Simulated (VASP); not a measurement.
# A VASP study of SiN (vdW-DF): structure first, properties next, part 3 of 6

Wanted: the relaxed cell of SiN and its properties. The cell is invented: it takes the structure of a Materials Project entry for HfTiN2 (space group 166 there), with some of its atoms replaced by other elements, volume scaled by an estimate. It may not be a known or stable phase.

VASP 6.6.1, plane waves and PAW; the level of theory is named at each step.

So far. Step 3 (Full relaxation (vdW-DF)): It ends with a largest force of 0.009 eV/Å and a pressure of 0.05 GPa. Step 4 (Density, ELF and potential (vdW-DF)): In this run the pressure is 0.05 GPa, small enough to go on.

## (5) Bands along the symmetry lines (vdW-DF)

Level of this step: vdW-DF; plane waves and PAW (Si, N); invented cell (VASP).

The mesh alone shows little of the dispersion and can miss band extrema, so KPOINTS_OPT adds a path through the symmetry points after the self-consistent cycle.

The input, INCAR:

```
SYSTEM = SiN
PREC = Accurate
ENCUT = 520
EDIFF = 1E-06
NELM = 100
ISMEAR = 0
SIGMA = 0.05
LREAL = .FALSE.
ALGO = Normal
GGA = RE
AGGAC = 0
LUSE_VDW = .TRUE.
LASPH = .TRUE.
NBANDS = 23
LORBIT = 11
LWAVE = .FALSE.
LCHARG = .FALSE.
KPAR = 2
```

The input, POSCAR:

```
SiN
1.0
    1.4287217471      0.8248730692      5.6866222688
   -1.4287217471      0.8248730692      5.6866222688
    0.0000000000     -1.6497461383      5.6866222688
Si N
2 2
Direct
    0.5000000000      0.5000000000      0.5000000000
    0.0000000000      0.0000000000      0.0000000000
    0.2246857559      0.2246857559      0.2246857559
    0.7753142441      0.7753142441      0.7753142441
```

The input, KPOINTS:

```
Automatic mesh
0
Gamma
9 9 9
0 0 0
```

The input, KPOINTS_OPT:

```
Line mode
16
Line-mode
Reciprocal
  0.00000000   0.00000000   0.00000000 GAMMA
  0.50000000   0.00000000   0.00000000 L

  0.50000000   0.00000000   0.00000000 L
  0.50000000   0.18069397  -0.18069397 B1

  0.81930603   0.50000000   0.18069397 B
  0.50000000   0.50000000   0.50000000 Z

  0.50000000   0.50000000   0.50000000 Z
  0.00000000   0.00000000   0.00000000 GAMMA

  0.00000000   0.00000000   0.00000000 GAMMA
  0.34034698   0.00000000  -0.34034698 X

  0.65965302   0.34034698   0.00000000 Q
  0.50000000   0.50000000   0.00000000 F

  0.50000000   0.50000000   0.00000000 F
  0.65965302   0.65965302   0.18069397 P1

  0.65965302   0.65965302   0.18069397 P1
  0.50000000   0.50000000   0.50000000 Z

  0.50000000   0.00000000   0.00000000 L
  0.81930603   0.34034698   0.34034698 P
```

The projector-augmented-wave data sets are Si and N (PBE family, release 64).

The run is started by

```console
> mpirun -np 2 vasp_std
```

What it wrote:

```text
[... set-up lines as in an earlier step ...]
 entering main loop
       N       E                     dE             d eps       ncg     rms          rms(c)
DAV:   1     0.479878954956E+02    0.47988E+02   -0.82239E+03  3918   0.700E+02
DAV:   2    -0.205754897070E+02   -0.68563E+02   -0.63637E+02  4905   0.163E+02
DAV:   3    -0.236026326635E+02   -0.30271E+01   -0.30036E+01  4931   0.307E+01
DAV:   4    -0.236143003859E+02   -0.11668E-01   -0.11667E-01  4351   0.218E+00
DAV:   5    -0.236143570932E+02   -0.56707E-04   -0.56707E-04  4918   0.148E-01    0.128E+01
DAV:   6    -0.194898998820E+02    0.41245E+01   -0.83816E+00  4899   0.196E+01    0.515E+00
DAV:   7    -0.194330795065E+02    0.56820E-01   -0.12341E+00  4759   0.681E+00    0.295E+00
DAV:   8    -0.194531912309E+02   -0.20112E-01   -0.59654E-02  4800   0.150E+00    0.101E+00
DAV:   9    -0.194601914063E+02   -0.70002E-02   -0.10291E-02  4492   0.655E-01    0.193E-01
DAV:  10    -0.194607082276E+02   -0.51682E-03   -0.77677E-04  4822   0.183E-01    0.979E-02
DAV:  11    -0.194608945787E+02   -0.18635E-03   -0.34491E-04  4317   0.105E-01    0.294E-02
DAV:  12    -0.194609100058E+02   -0.15427E-04   -0.23211E-05  4930   0.363E-02    0.621E-03
DAV:  13    -0.194609094562E+02    0.54957E-06   -0.26374E-06  4802   0.990E-03
   1 F= -.19460909E+02 E0= -.19460451E+02  d E =-.917806E-03
 Start KPOINTS_OPT (optional k-point list driver)
k-point batch [1-85\144]
       N       E                     dE             ncg
DAV:   1     0.952686037578E+04   -0.29970E+05     3918
DAV:   2     0.395853987830E+04   -0.55683E+04     5016
DAV:   3     0.371404902633E+04   -0.24449E+03     4892
DAV:   4     0.371303315826E+04   -0.10159E+01     4384
DAV:   5     0.371302761728E+04   -0.55410E-02     5132
DAV:   6     0.371302756827E+04   -0.49017E-04     4442
DAV:   7     0.371302756778E+04   -0.48483E-06     4510
k-point batch [86-144\144]
       N       E                     dE             ncg
DAV:   1     0.176731320771E+05   -0.34804E+05     2722
DAV:   2     0.140930175493E+05   -0.35801E+04     3480
DAV:   3     0.139496840607E+05   -0.14333E+03     3379
DAV:   4     0.139491271706E+05   -0.55689E+00     3208
DAV:   5     0.139491242296E+05   -0.29410E-02     3504
DAV:   6     0.139491242044E+05   -0.25172E-04     3179
DAV:   7     0.139491242042E+05   -0.22220E-06     2965
```

Run time: 3.4 min. Hardware: 2 MPI ranks of Intel Xeon 6975P-C (Granite Rapids), shared host; peak memory 1.7 GiB.

Parts of OUTCAR (step 5):

```text
   k-points           NKPTS =     85   k-points in BZ     NKDIM =     85   number of bands    NBANDS=     23

   NELECT =      18.0000    total number of electrons

 E-fermi :   9.3394

 k-point     1 :       0.0000    0.0000    0.0000
  band No.  band energies     occupation
    ...
      5       6.7686      2.00000
      6       7.3320      2.00000
      7       7.3320      2.00000
      8       8.1240      2.00000
      9       8.1240      2.00000
     10      14.4008      0.00000
     11      15.3809      0.00000
     12      16.4937      0.00000
     13      16.8455      0.00000
     14      16.8455      0.00000
    ...

Total vdW correction in eV:      2.1983230

  Total        0.0172040      0.0172040      0.0083539      0.0000000      0.0000000      0.0000000
  in kB        0.6854871      0.6854874      0.3328584      0.0000000      0.0000000      0.0000000
  external PRESSURE =       0.5679443 kB  Pullay stress =       0.0000000 kB

 POSITION                                       TOTAL-FORCE (eV/Angst)
 -----------------------------------------------------------------------------------
      0.00000      0.00000      8.52993         0.000000     -0.000000     -0.000000
      0.00000      0.00000      0.00000         0.000000     -0.000000     -0.000000
      0.00000      0.00000      3.83311         0.000000     -0.000000     -0.009936
      0.00000      0.00000     13.22676         0.000000      0.000000      0.009936
 -----------------------------------------------------------------------------------
    total drift:                                0.000000      0.000000      0.000000

  FREE ENERGIE OF THE ION-ELECTRON SYSTEM (eV)
  ---------------------------------------------------
  free  energy   TOTEN  =       -19.4609094562 eV

  energy  without entropy=      -19.4599916505  energy(sigma->0) =      -19.46045055

Total vdW correction in eV:      2.1983305

[... 8 parts as in an earlier step ...]

[... 8 further parts left out ...]
```

Numbers from this step:

* SCF cycles: 13
* bands: 23
* pressure: 0.05679 GPa

Electronic bands along the path, in eV, zero at the Fermi level; # counts the bands kept, so #1 is VASP's band 3:

| point | #4 | #5 | #6 | #7 | #8 | #9 | #10 | #11 |
| --- | --- | --- | --- | --- | --- | --- | --- | --- |
| Γ | -2.01 | -2.01 | -1.22 | -1.22 | 5.06 | 6.04 | 7.15 | 7.51 |
| 0.47 of the way | -3.20 | -2.40 | -1.39 | -1.12 | 2.82 | 4.19 | 6.33 | 6.69 |
| L | -5.42 | -4.12 | -1.91 | -0.96 | 0.67 | 2.49 | 5.32 | 5.86 |
| 0.47 of the way | -5.61 | -4.32 | -3.82 | -0.41 | 0.89 | 2.38 | 3.20 | 7.67 |
| B1 | -5.49 | -4.01 | -3.48 | -2.03 | 0.01 | 1.11 | 4.60 | 7.49 |
| jump to B | -5.49 | -4.01 | -3.48 | -2.03 | 0.01 | 1.11 | 4.60 | 7.49 |
| 0.53 of the way | -4.74 | -2.74 | -2.16 | 0.04 | 3.19 | 3.40 | 5.10 | 6.81 |
| Z | -1.99 | -1.25 | -1.25 | 0.86 | 3.41 | 5.94 | 7.93 | 8.11 |
| 0.53 of the way | -2.00 | -1.23 | -1.23 | -0.62 | 4.39 | 5.95 | 7.60 | 7.71 |
| Γ | -2.01 | -2.01 | -1.22 | -1.22 | 5.06 | 6.04 | 7.15 | 7.51 |
| 0.53 of the way | -4.12 | -2.98 | -1.77 | -0.65 | 1.98 | 2.94 | 4.79 | 6.83 |
| X | -5.42 | -4.28 | -3.41 | -1.94 | 0.57 | 0.61 | 4.55 | 7.48 |
| jump to Q | -5.42 | -4.28 | -3.41 | -1.94 | 0.57 | 0.61 | 4.55 | 7.48 |
| 0.53 of the way | -4.38 | -3.29 | -3.15 | -2.37 | -0.43 | 2.23 | 4.78 | 6.10 |
| F | -4.31 | -4.20 | -2.31 | -1.71 | -0.96 | 4.28 | 4.35 | 4.78 |
| 0.53 of the way | -4.19 | -4.16 | -2.48 | -1.72 | -0.67 | 3.92 | 4.66 | 4.82 |
| P1 | -4.23 | -4.17 | -2.52 | -1.75 | -0.21 | 3.56 | 4.91 | 4.92 |
| 0.53 of the way | -3.54 | -3.18 | -1.28 | 0.26 | 2.85 | 4.44 | 6.21 | 6.25 |
| Z | -1.99 | -1.25 | -1.25 | 0.86 | 3.41 | 5.94 | 7.93 | 8.11 |
| jump to L | -5.42 | -4.12 | -1.91 | -0.96 | 0.67 | 2.49 | 5.32 | 5.86 |
| 0.47 of the way | -4.93 | -4.14 | -1.87 | -1.51 | 0.51 | 2.77 | 5.19 | 5.52 |
| P | -4.23 | -4.17 | -2.52 | -1.75 | -0.21 | 3.56 | 4.91 | 4.92 |

Of the projections kept (Si, N), the largest for each band there; the rest of the weight can lie on other orbitals:

| point | #4 | #5 | #6 | #7 | #8 | #9 | #10 | #11 |
| --- | --- | --- | --- | --- | --- | --- | --- | --- |
| Γ | N 1.00 | N 1.00 | N 0.86 | N 0.86 | N 0.61 | N 0.55 | Si 0.71 | Si 0.99 |
| L | Si 0.50 | N 0.74 | N 0.95 | N 0.58 | N 0.56 | Si 0.64 | Si 0.88 | N 0.53 |
| B1 | N 0.62 | N 0.54 | N 0.73 | Si 0.62 | Si 0.57 | N 0.65 | Si 0.73 | N 0.52 |
| B | N 0.62 | N 0.54 | N 0.73 | Si 0.62 | Si 0.57 | N 0.65 | Si 0.73 | N 0.52 |
| Z | N 0.99 | N 0.86 | N 0.86 | N 0.90 | N 0.52 | Si 0.55 | Si 0.60 | Si 0.99 |
| Γ | N 1.00 | N 1.00 | N 0.86 | N 0.86 | N 0.61 | N 0.55 | Si 0.71 | Si 0.99 |

There is no gap at this level.

Of the bands kept, 2 cross the Fermi level on this path.

## (6) Total and projected DOS (vdW-DF)

Here the states are counted by energy and projected on the atoms. The mesh is finer than in the run before.

Edit INCAR of step 5 so:

```diff
@@ -5,3 +5,3 @@
 NELM = 100
-ISMEAR = 0
+ISMEAR = -5
 SIGMA = 0.05
@@ -18 +18,2 @@
 KPAR = 2
+NEDOS = 2001
```

POSCAR is that of step 5.

The input, KPOINTS:

```
Automatic mesh
0
Gamma
13 13 13
0 0 0
```

The run is started by

```console
> mpirun -np 2 vasp_std
```

What it wrote:

```text
[... set-up lines as in an earlier step ...]
 entering main loop
       N       E                     dE             d eps       ncg     rms          rms(c)
DAV:   1     0.477142836322E+02    0.47714E+02   -0.81623E+03 10730   0.697E+02
DAV:   2    -0.206786258881E+02   -0.68393E+02   -0.63592E+02 13475   0.164E+02
DAV:   3    -0.236032068887E+02   -0.29246E+01   -0.29021E+01 13408   0.302E+01
DAV:   4    -0.236142919398E+02   -0.11085E-01   -0.11084E-01 11722   0.211E+00
DAV:   5    -0.236143470568E+02   -0.55117E-04   -0.55117E-04 13446   0.145E-01    0.128E+01
DAV:   6    -0.194928164992E+02    0.41215E+01   -0.83651E+00 13266   0.196E+01    0.511E+00
DAV:   7    -0.194341678660E+02    0.58649E-01   -0.12288E+00 12705   0.678E+00    0.294E+00
DAV:   8    -0.194550868626E+02   -0.20919E-01   -0.57686E-02 13140   0.148E+00    0.992E-01
DAV:   9    -0.194615981425E+02   -0.65113E-02   -0.99216E-03 12014   0.648E-01    0.190E-01
DAV:  10    -0.194620389308E+02   -0.44079E-03   -0.72986E-04 13359   0.176E-01    0.101E-01
DAV:  11    -0.194622445626E+02   -0.20563E-03   -0.32006E-04 11487   0.100E-01    0.288E-02
DAV:  12    -0.194622473721E+02   -0.28095E-05   -0.20490E-05 13595   0.341E-02    0.674E-03
DAV:  13    -0.194622555497E+02   -0.81775E-05   -0.30852E-06 13699   0.110E-02    0.227E-03
DAV:  14    -0.194622525113E+02    0.30383E-05   -0.46120E-07  6859   0.406E-03    0.119E-03
DAV:  15    -0.194622530412E+02   -0.52989E-06   -0.26478E-08  5957   0.112E-03
   1 F= -.19462253E+02 E0= -.19462253E+02  d E =0.000000E+00
 -----------------------------------------------------------------------------
|                                                                             |
|           W    W    AA    RRRRR   N    N  II  N    N   GGGG   !!!           |
|           W    W   A  A   R    R  NN   N  II  NN   N  G    G  !!!           |
|           W    W  A    A  R    R  N N  N  II  N N  N  G       !!!           |
|           W WW W  AAAAAA  RRRRR   N  N N  II  N  N N  G  GGG   !            |
|           WW  WW  A    A  R   R   N   NN  II  N   NN  G    G                |
|           W    W  A    A  R    R  N    N  II  N    N   GGGG   !!!           |
|                                                                             |
|     Tetrahedron method does not include variations of the Fermi             |
|     occupations, so forces and stress will be inaccurate. We suggest        |
|     using a different smearing scheme ISMEAR = 1 or 2 for metals in         |
|     relaxations.                                                            |
|                                                                             |
 -----------------------------------------------------------------------------
```

Wall time 4.5 min (2 MPI ranks); peak memory 1.9 GiB; 9 min of CPU time.

From OUTCAR (step 6):

```text
   k-points           NKPTS =    231   k-points in BZ     NKDIM =    231   number of bands    NBANDS=     23

   NELECT =      18.0000    total number of electrons

 E-fermi :   9.3276

 k-point     1 :       0.0000    0.0000    0.0000
  band No.  band energies     occupation
    ...
      5       6.7730      2.00000
      6       7.3427      2.00000
      7       7.3427      2.00000
      8       8.1346      2.00000
      9       8.1346      2.00000
     10      14.4047      0.00000
     11      15.3885      0.00000
     12      16.4982      0.00000
     13      16.8376      0.00000
     14      16.8376      0.00000
    ...

Total vdW correction in eV:      2.1984336

  Total        0.0165710      0.0165710     -0.0513161      0.0000000     -0.0000000     -0.0000000
  in kB        0.6602649      0.6602652     -2.0446730      0.0000000     -0.0000000     -0.0000000
  external PRESSURE =      -0.2413809 kB  Pullay stress =       0.0000000 kB

 POSITION                                       TOTAL-FORCE (eV/Angst)
 -----------------------------------------------------------------------------------
      0.00000      0.00000      8.52993         0.000000      0.000000     -0.000000
      0.00000      0.00000      0.00000        -0.000000      0.000000     -0.000000
      0.00000      0.00000      3.83311        -0.000000      0.000000      0.006603
      0.00000      0.00000     13.22676        -0.000000     -0.000000     -0.006603
 -----------------------------------------------------------------------------------
    total drift:                                0.000000     -0.000000      0.000000

  FREE ENERGIE OF THE ION-ELECTRON SYSTEM (eV)
  ---------------------------------------------------
  free  energy   TOTEN  =       -19.4622530412 eV

  energy  without entropy=      -19.4622530412  energy(sigma->0) =      -19.46225304

Total vdW correction in eV:      2.1984340

[... 6 parts as in an earlier step ...]

[... 10 further parts left out ...]
```

With tetrahedra the forces and stress of a metal are not exact derivatives of the energy.

This step gave:

```
SCF cycles             : 15
irreducible k-points   : 231
Fermi energy           : 9.328 eV
pressure               : -0.02414 GPa
DOS at the Fermi level : 0.9133 states/eV/cell
```

The density of states has structure finer than the step of the table below, so its rows give means over 1 eV, whole bins alone (the curve runs from -12.0 to 7.99 eV). Peaks (eV: height): total -8.7: 2.78, -7.5: 2.92, -2.2: 2.28, -1.2: 2.43; N p -4.5: 0.728, -4.1: 0.845, -2.2: 1.11, -1.2: 1.32; Si p -4.1: 0.286, 4.8: 0.656, 6.7: 0.337, 7.5: 0.356; Si s -8.7: 0.721, -7.5: 0.373, 6.9: 0.405, 7.5: 0.299.

States under -12.0 eV and over 8.0 eV are left out. The density of states by energy, zero at the Fermi level; means over each step; values in states/eV/cell:

| energy (eV) | total | N p | Si p | Si s |
| --- | --- | --- | --- | --- |
| -11 | 0.0890 | 0.00873 | 0.00124 | 0.0289 |
| -10 | 0.263 | 0.0258 | 0.00810 | 0.0787 |
| -9 | 1.54 | 0.289 | 0.0585 | 0.383 |
| -8 | 0.639 | 0.154 | 0.0566 | 0.0945 |
| -7 | 1.19 | 0.322 | 0.103 | 0.141 |
| -6 | 1.47 | 0.450 | 0.137 | 0.135 |
| -5 | 1.46 | 0.482 | 0.165 | 0.114 |
| -4 | 1.81 | 0.701 | 0.220 | 0.0708 |
| -3 | 1.79 | 0.776 | 0.159 | 0.0669 |
| -2 | 1.86 | 0.903 | 0.101 | 0.0989 |
| -1 | 1.46 | 0.683 | 0.0795 | 0.155 |
| 0 | 0.962 | 0.339 | 0.132 | 0.0626 |
| 1 | 0.876 | 0.236 | 0.178 | 0.0473 |
| 2 | 0.600 | 0.0907 | 0.164 | 0.0373 |
| 3 | 0.832 | 0.0818 | 0.252 | 0.0627 |
| 4 | 1.37 | 0.145 | 0.468 | 0.0605 |
| 5 | 1.28 | 0.149 | 0.450 | 0.0423 |
| 6 | 0.960 | 0.100 | 0.211 | 0.0981 |
| 7 | 1.56 | 0.295 | 0.228 | 0.275 |

The finer mesh and the other smearing move the Fermi level by -0.01 eV from the 9×9×9 run, a small shift, which tests the Fermi level alone. Of the states within 0.3 eV of the Fermi level, the largest shares in the PAW spheres are N p 34 %, Si p 15 % and Si s 5 %. The rest lies in smaller channels or between the spheres.

## (7) Volume scan with vdW-DF, volume scale 0.94

An equation of state needs energies on both sides of the minimum, all on one mesh and cutoff.

Edit INCAR of step 6 so:

```diff
@@ -5,3 +5,3 @@
 NELM = 100
-ISMEAR = -5
+ISMEAR = 0
 SIGMA = 0.05
@@ -13,3 +13,3 @@
 LASPH = .TRUE.
-NBANDS = 23
+NBANDS = 15
 LORBIT = 11
@@ -18,2 +18,2 @@
 KPAR = 2
-NEDOS = 2001
+ISIF = 2
```

The input, POSCAR:

```
SiN
1.0
    1.3995559767      0.8080342000      5.5705361800
   -1.3995559767      0.8080342000      5.5705361800
    0.0000000000     -1.6160684000      5.5705361800
Si N
2 2
Direct
    0.5000000000      0.5000000000      0.5000000000
    0.0000000000      0.0000000000      0.0000000000
    0.2246857559      0.2246857559      0.2246857559
    0.7753142441      0.7753142441      0.7753142441
```

The input, KPOINTS:

```
Automatic mesh
0
Gamma
9 9 9
0 0 0
```

The run is started by

```console
> mpirun -np 2 vasp_std
```

What it wrote:

```text
[... set-up lines as in an earlier step ...]
 entering main loop
       N       E                     dE             d eps       ncg     rms          rms(c)
DAV:   1     0.590425609781E+02    0.59043E+02   -0.88060E+03  2558   0.107E+03
DAV:   2    -0.201911753308E+02   -0.79234E+02   -0.73670E+02  3391   0.214E+02
DAV:   3    -0.236061427078E+02   -0.34150E+01   -0.34024E+01  3432   0.476E+01
DAV:   4    -0.236260518138E+02   -0.19909E-01   -0.19905E-01  3159   0.390E+00
DAV:   5    -0.236262438551E+02   -0.19204E-03   -0.19202E-03  3523   0.359E-01    0.133E+01
DAV:   6    -0.193203922978E+02    0.43059E+01   -0.15108E+01  3411   0.303E+01    0.551E+00
DAV:   7    -0.193424292735E+02   -0.22037E-01   -0.15251E+00  3145   0.926E+00    0.313E+00
DAV:   8    -0.193608618371E+02   -0.18433E-01   -0.74692E-02  3320   0.224E+00    0.119E+00
DAV:   9    -0.193686234044E+02   -0.77616E-02   -0.11624E-02  3285   0.102E+00    0.198E-01
DAV:  10    -0.193690934884E+02   -0.47008E-03   -0.16825E-03  3334   0.327E-01    0.977E-02
DAV:  11    -0.193692791832E+02   -0.18569E-03   -0.38978E-04  3089   0.163E-01    0.436E-02
DAV:  12    -0.193692941141E+02   -0.14931E-04   -0.71808E-05  3271   0.681E-02    0.143E-02
DAV:  13    -0.193692931851E+02    0.92894E-06   -0.37230E-06  3474   0.173E-02
   1 F= -.19369293E+02 E0= -.19368567E+02  d E =-.145230E-02
```

It took 2 min on 2 MPI ranks; peak memory 1.6 GiB; 4.1 min of CPU time.

Parts of OUTCAR (step 7):

```text
   ENCUT  =  520.0 eV  38.22 Ry    6.18 a.u.  10.78 10.78 10.78*2*pi/ulx,y,z

   NELECT =      18.0000    total number of electrons

 E-fermi :  10.2170

 k-point     1 :       0.0000    0.0000    0.0000
  band No.  band energies     occupation
    ...
      5       7.7349      2.00000
      6       7.9920      2.00000
      7       7.9920      2.00000
      8       8.9115      2.00000
      9       8.9115      2.00000
     10      15.7099      0.00000
     11      16.9057      0.00000
     12      17.6916      0.00000
     13      18.1776      0.00000
     14      18.1776      0.00000
    ...

Total vdW correction in eV:      2.1184397

  Total        2.8241782      2.8241795      3.2303667      0.0000000     -0.0000000      0.0000000
  in kB      119.7110992    119.7111526    136.9285910      0.0000000     -0.0000000      0.0000000
  external PRESSURE =     125.4502809 kB  Pullay stress =       0.0000000 kB

 POSITION                                       TOTAL-FORCE (eV/Angst)
 -----------------------------------------------------------------------------------
      0.00000      0.00000      8.35580        -0.000000      0.000000      0.000000
      0.00000      0.00000      0.00000         0.000000     -0.000000     -0.000000
      0.00000      0.00000      3.75486         0.000000     -0.000000      0.523861
      0.00000      0.00000     12.95675         0.000000     -0.000000     -0.523861
 -----------------------------------------------------------------------------------
    total drift:                                0.000000     -0.000000      0.000000

  FREE ENERGIE OF THE ION-ELECTRON SYSTEM (eV)
  ---------------------------------------------------
  free  energy   TOTEN  =       -19.3692931851 eV

  energy  without entropy=      -19.3678408841  energy(sigma->0) =      -19.36856703

Total vdW correction in eV:      2.1184184

[... 3 parts as in an earlier step ...]

[... 13 further parts left out ...]
```

The scan keeps the cell's shape and the fractional positions fixed.

This step gave:

| Item | Value |
| --- | --- |
| SCF cycles | 13 |
| bands | 15 |
| irreducible k-points | 85 |
| free energy (TOTEN) | -19.37 eV |
| energy at zero smearing | -19.37 eV |
| Fermi energy | 10.22 eV |
| pressure | 12.55 GPa |

Force by atom:

| atom | x (eV/Å) | y (eV/Å) | z (eV/Å) | size |
| --- | --- | --- | --- | --- |
| Si1 | 0.000 | 0.000 | 0.000 | 0.000 |
| Si2 | 0.000 | 0.000 | 0.000 | 0.000 |
| N3 | 0.000 | 0.000 | 0.524 | 0.524 |
| N4 | 0.000 | 0.000 | -0.524 | 0.524 |

The pressure here is 12.55 GPa.

(Continued in part 4 of 6.)

[Lines on the potential files, build, host, timing and source positions are cut from VASP's logs without a mark.]

[Logs are printed without paths, hosts, clocks, repeated set-up lines and the standing remarks that a program may print on its own settings, such as how far it seeks lower states.]

[Hosts, paths, dates, database ids (printed as entryN), source tags and the programs' standing remarks are cut or masked in the printed files.]

[A measured line is paired with the nearest computed mode of its activity, which favours agreement.]
